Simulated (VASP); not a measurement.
Consider the following.

```
CELL_PARAMETERS angstrom
      4.67056     0.00000     0.00000
      0.00000     4.67056     0.00000
      0.00000     0.00000     4.67056
ATOMIC_POSITIONS crystal
  Cs 0.00000 0.00000 0.00000
  I  0.50000 0.50000 0.50000
```

Method: PBE GGA with D3 dispersion (zero damping), VASP's PBE PAW potentials (set 64) (plane waves; VASP). Settings: 520 eV cut-off, 6×6×6 Γ-centred mesh, Gaussian smearing of 0.050 eV, potentials Cs_sv I.

Q: The job: CsI (CsCl type), 2 atoms, PBE-D3 (zero damping), static run, 520 eV, 6×6×6 Γ-centred mesh. Roughly how much core time does it take on a busy server core?

A: About 10 core-seconds (one run on a shared machine, a rough figure). It had 20 irreducible k-points, 12 bands, up to 2800 plane waves and 13 electronic steps.

The compound is CsI in the CsCl type structure. It was relaxed first, which changed the volume by +7 %.
